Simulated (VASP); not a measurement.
All values below come from PBEsol GGA with spin-orbit coupling, VASP's PBE PAW potentials (set 64) (plane waves; VASP).

A VASP calculation is set up with these files.

File POSCAR:
```
NaI
1
    0.0000000000     3.1980132767     3.1980132767
    3.1980132767     0.0000000000     3.1980132767
    3.1980132767     3.1980132767     0.0000000000
Na I
1 1
Direct
  0.0000000000   0.0000000000   0.0000000000
  0.5000000000   0.5000000000   0.5000000000
```

File KPOINTS_OPT:
```
k-points along high-symmetry lines
8
Line-mode
Reciprocal
  0.000000   0.000000   0.000000 ! GAMMA
  0.500000   0.000000   0.500000 ! X

  0.500000   0.000000   0.500000 ! X
  0.625000   0.250000   0.625000 ! U

  0.375000   0.375000   0.750000 ! K
  0.000000   0.000000   0.000000 ! GAMMA

  0.000000   0.000000   0.000000 ! GAMMA
  0.500000   0.500000   0.500000 ! L

  0.500000   0.500000   0.500000 ! L
  0.500000   0.250000   0.750000 ! W

  0.500000   0.250000   0.750000 ! W
  0.500000   0.000000   0.500000 ! X
```

**INCAR**
```
! general
SYSTEM      =  NaI
PREC        =  Accurate
ENCUT       =  400   ! plane-wave cut-off (eV)
LREAL       =  .False.   ! projection in real space or not
LASPH       =  .True.

! electronic loop
EDIFF       =  1E-6
NELM        =  100
ALGO        =  Normal
LMAXMIX     =  4   ! l cut-off of mixed one-centre charges

! smearing
ISMEAR      =  0   ! Gaussian
SIGMA       =  0.05   ! width (eV)

! functional
GGA         =  PS
GGA_COMPAT  =  .False.

! spin
MAGMOM      =  6*0
LSORBIT     =  .True.

! output
LWAVE       =  .False.
LCHARG      =  .False.
```

File KPOINTS:
```
Automatic mesh
0
Gamma
7 7 7
0 0 0
```

POTCAR, in this order: Na_pv I (PBE.64 set). Program: vasp_ncl.

### Question
Estimate the energy per atom (σ→0), band gap (over mesh and band path).

### Answer

energy per atom (σ→0): -2.896 eV/atom
band gap (over mesh and band path): 3.26 eV

OSZICAR:
```
...
DAV:  10    -0.579290184951E+01   -0.11941E-04   -0.56837E-05  1122   0.589E-02    0.478E-02
DAV:  11    -0.579290836412E+01   -0.65146E-05   -0.62736E-06  1020   0.409E-02    0.136E-02
DAV:  12    -0.579291379496E+01   -0.54308E-05   -0.81063E-06   952   0.268E-02    0.438E-03
DAV:  13    -0.579291365510E+01    0.13987E-06   -0.17920E-07   704   0.656E-03
   1 F= -.57929137E+01 E0= -.57929137E+01  d E =-.780418E-20  mag=    -0.0000    -0.0000    -0.0000
       N       E                     dE             ncg
       N       E                     dE             ncg
       N       E                     dE             ncg
```

The compound is NaI in the rock salt structure. It was relaxed first.
